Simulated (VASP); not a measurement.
Level of theory: PBE GGA with spin-orbit coupling, VASP's PBE PAW potentials (set 64) (plane waves; VASP 6.6.1).

The input files of a VASP run:

INCAR:
```
! general
SYSTEM     = PbF2
PREC       = Accurate
ENCUT      = 520
LREAL      = .FALSE.
LASPH      = .TRUE.

! electronic loop
EDIFF      = 1E-6
NELM       = 100
ALGO       = Normal
LMAXMIX    = 4

! smearing
ISMEAR     = 0
SIGMA      = 0.05

! functional
GGA        = PE
GGA_COMPAT = .FALSE.

! spin
MAGMOM     = 9*0
LSORBIT    = .TRUE.

! output
LWAVE      = .FALSE.
LCHARG     = .FALSE.
```

### POSCAR
```
PbF2
1
    0.0000000000     2.9970633655     2.9970633655
    2.9970633655     0.0000000000     2.9970633655
    2.9970633655     2.9970633655     0.0000000000
Pb F
1 2
Direct
  1.0000000000   0.0000000000   1.0000000000
  0.2500000000   0.2500000000   0.2500000000
  0.7500000000   0.7500000000   0.7500000000
```

### KPOINTS_OPT
```
k-points along high-symmetry lines
8
Line-mode
Reciprocal
  0.000000   0.000000   0.000000 ! GAMMA
  0.500000   0.000000   0.500000 ! X

  0.500000   0.000000   0.500000 ! X
  0.625000   0.250000   0.625000 ! U

  0.375000   0.375000   0.750000 ! K
  0.000000   0.000000   0.000000 ! GAMMA

  0.000000   0.000000   0.000000 ! GAMMA
  0.500000   0.500000   0.500000 ! L

  0.500000   0.500000   0.500000 ! L
  0.500000   0.250000   0.750000 ! W

  0.500000   0.250000   0.750000 ! W
  0.500000   0.000000   0.500000 ! X
```

### KPOINTS
```
Automatic mesh
0
Gamma
6 6 6
0 0 0
```

POTCAR, in this order: Pb_d F (PBE.64 set). Program: vasp_ncl.

What VASP printed:

OSZICAR:
```
       N       E                     dE             d eps       ncg     rms          rms(c)
DAV:   1     0.377258854755E+03    0.37726E+03   -0.14127E+04  1152   0.179E+03
DAV:   2     0.402316329074E+02   -0.33703E+03   -0.32199E+03  1236   0.504E+02
DAV:   3    -0.138114917489E+02   -0.54043E+02   -0.52955E+02  1352   0.222E+02
DAV:   4    -0.165096938532E+02   -0.26982E+01   -0.26870E+01  1368   0.535E+01
DAV:   5    -0.165873523264E+02   -0.77658E-01   -0.77646E-01  1444   0.917E+00    0.800E+00
DAV:   6    -0.146295213967E+02    0.19578E+01   -0.71559E+00  1592   0.272E+01    0.274E+00
DAV:   7    -0.146288137673E+02    0.70763E-03   -0.52812E-01  1208   0.513E+00    0.157E+00
DAV:   8    -0.146260003595E+02    0.28134E-02   -0.11062E-01  1168   0.409E+00    0.526E-01
DAV:   9    -0.146231036646E+02    0.28967E-02   -0.16620E-02  1580   0.123E+00    0.123E-01
DAV:  10    -0.146238993599E+02   -0.79570E-03   -0.97881E-04  1224   0.293E-01    0.849E-02
DAV:  11    -0.146243006778E+02   -0.40132E-03   -0.29639E-04  1200   0.244E-01    0.149E-02
DAV:  12    -0.146243056999E+02   -0.50220E-05   -0.29480E-05  1300   0.721E-02    0.107E-02
DAV:  13    -0.146243092832E+02   -0.35833E-05   -0.13553E-05  1408   0.516E-02    0.411E-03
DAV:  14    -0.146243092230E+02    0.60175E-07   -0.21995E-06  1236   0.250E-02
   1 F= -.14624309E+02 E0= -.14624309E+02  d E =-.372545E-21  mag=     0.0000     0.0000     0.0000
       N       E                     dE             ncg
       N       E                     dE             ncg
       N       E                     dE             ncg
```

OUTCAR:
```
------------------------ aborting loop because EDIFF is reached ----------------------------------------
  FORCE on cell =-STRESS in cart. coord.  units (eV):
  Direction    XX          YY          ZZ          XY          YZ          ZX
  --------------------------------------------------------------------------------------
  Total       -0.0184641     -0.0184641     -0.0184641      0.0000000      0.0000000      0.0000000
  in kB       -0.5494402     -0.5494402     -0.5494402      0.0000000      0.0000000      0.0000000
  external PRESSURE =      -0.5494402 kB  Pullay stress =       0.0000000 kB
  volume of cell :       53.84
      direct lattice vectors                 reciprocal lattice vectors
     0.000000000  2.997063365  2.997063365    -0.166829973  0.166829973  0.166829973
     2.997063365  0.000000000  2.997063365     0.166829973 -0.166829973  0.166829973
     2.997063365  2.997063365  0.000000000     0.166829973  0.166829973 -0.166829973
 POSITION                                       TOTAL-FORCE (eV/Angst)
 -----------------------------------------------------------------------------------
      0.00000      0.00000      0.00000         0.000000      0.000000     -0.000000
      1.49853      1.49853      1.49853        -0.000000      0.000000      0.000000
      4.49560      4.49560      4.49560        -0.000000     -0.000000     -0.000000
 -----------------------------------------------------------------------------------
    total drift:                               -0.000000     -0.000000     -0.000000
  FREE ENERGIE OF THE ION-ELECTRON SYSTEM (eV)
  ---------------------------------------------------
  free  energy   TOTEN  =       -14.6243092230 eV

  energy  without entropy=      -14.6243092230  energy(sigma->0) =      -14.62430922

 Ion:    1  E_soc:     -0.5576718

 Ion:    2  E_soc:     -0.0009510

 Ion:    3  E_soc:     -0.0009510
```
(Selected blocks of OUTCAR.)

OUTCAR:
```
 val. band max:        1.4509103918   @ k =   0.5000   0.0000   0.0000

 cond. band min:       5.6025903547   @ k =   0.5000   0.5000   0.0000


 Fermi energy:         1.7802881673

 k-point     1 :       0.0000    0.0000    0.0000
  band No.  band energies     occupation
      1     -19.3810      1.00000
      2     -19.3810      1.00000
      3     -18.8205      1.00000
      4     -18.8205      1.00000
      5     -14.4284      1.00000
      6     -14.4284      1.00000
      7     -14.4284      1.00000
      8     -14.4284      1.00000
      9     -11.9058      1.00000
     10     -11.9058      1.00000
     11     -11.8684      1.00000
     12     -11.8684      1.00000
     13     -11.8684      1.00000
     14     -11.8684      1.00000
     15      -3.1443      1.00000
     16      -3.1443      1.00000
     17      -0.8035      1.00000
     18      -0.8035      1.00000
     19      -0.8033      1.00000
     20      -0.8033      1.00000
     21      -0.8033      1.00000
     22      -0.8033      1.00000
     23      -0.4284      1.00000
     24      -0.4284      1.00000
     25      -0.2788      1.00000
     26      -0.2788      1.00000
     27      -0.2788      1.00000
     28      -0.2788      1.00000
     29       6.6726      0.00000
     30       6.6726      0.00000
     31       8.8735      0.00000
     32       8.8735      0.00000
     33       8.8735      0.00000
     34       8.8735      0.00000
     35      12.0390      0.00000
     36      12.0390      0.00000

 k-point     2 :       0.1667    0.0000    0.0000
  band No.  band energies     occupation
      1     -19.3341      1.00000
      2     -19.3341      1.00000
      3     -18.8626      1.00000
      4     -18.8626      1.00000
      5     -14.4271      1.00000
      6     -14.4271      1.00000
      7     -14.4062      1.00000
      8     -14.4062      1.00000
      9     -11.8901      1.00000
     10     -11.8901      1.00000
     11     -11.8590      1.00000
     12     -11.8590      1.00000
...
```

The compound is PbF2 in the fluorite structure, the β form. It was relaxed first.
